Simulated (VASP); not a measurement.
Input of a VASP 6.6.1 run:

The input INCAR:

```
SYSTEM = Cs2B3N
PREC = Accurate
ENCUT = 520
EDIFF = 1E-6
ISMEAR = -1
SIGMA = 0.05
LREAL = .False.
LASPH = .True.
NELM = 80
ALGO = Normal
ISIF = 2
LWAVE = .False.
LCHARG = .False.
METAGGA = R2SCAN
LMIXTAU = .True.
NBANDS = 25
```

Contents of KPOINTS:

```
regular mesh
0
Gamma
  5 5 4
  0 0 0
```

Contents of POSCAR:

```
Cs2B3N
1.0
    5.1285700000      0.0000000000      0.0000000000
   -2.5642800000      4.4414700000      0.0000000000
    0.0000000000      0.0000000000      5.9106900000
Cs B N
2 3 1
Direct
    0.6666700000      0.3333300000      0.5042500000
    0.3333300000      0.6666700000      0.5042500000
    0.0000000000      0.5000000000      0.0114300000
    0.5000000000      0.0000000000      0.0114300000
    0.5000000000      0.5000000000      0.0114300000
    0.0000000000      0.0000000000      0.1272100000
```

Contents of KPOINTS_OPT:

```
path GMKGALHA,LM,KH
10
line-mode
reciprocal
 0.0000000000  0.0000000000  0.0000000000  G
 0.5000000000  0.0000000000  0.0000000000  M

 0.5000000000  0.0000000000  0.0000000000  M
 0.3333333333  0.3333333333  0.0000000000  K

 0.3333333333  0.3333333333  0.0000000000  K
 0.0000000000  0.0000000000  0.0000000000  G

 0.0000000000  0.0000000000  0.0000000000  G
 0.0000000000  0.0000000000  0.5000000000  A

 0.0000000000  0.0000000000  0.5000000000  A
 0.5000000000  0.0000000000  0.5000000000  L

 0.5000000000  0.0000000000  0.5000000000  L
 0.3333333333  0.3333333333  0.5000000000  H

 0.3333333333  0.3333333333  0.5000000000  H
 0.0000000000  0.0000000000  0.5000000000  A

 0.5000000000  0.0000000000  0.5000000000  L
 0.5000000000  0.0000000000  0.0000000000  M

 0.3333333333  0.3333333333  0.0000000000  K
 0.3333333333  0.3333333333  0.5000000000  H
```

Potentials or basis: VASP PAW PBE potentials, release 64 (Cs_sv, B, N).

Run with:

```console
$ cat potpaw_PBE.64/Cs_sv/POTCAR potpaw_PBE.64/B/POTCAR potpaw_PBE.64/N/POTCAR > POTCAR
$ mpirun -np 1 vasp_std > vasp.out
```

(1) What does it give for the largest force?

(2) What does it give for the pressure?

(3) Predict the band gap along the path.

## Answers

(1) 0.063 eV/Å.

(2) 0.6 GPa.

(3) none (metal or under the smearing width).

Caveat: the PAW data sets were made with another functional, which shifts forces and pressure a little; spin-orbit coupling is left out, which moves the levels of the heavy elements.
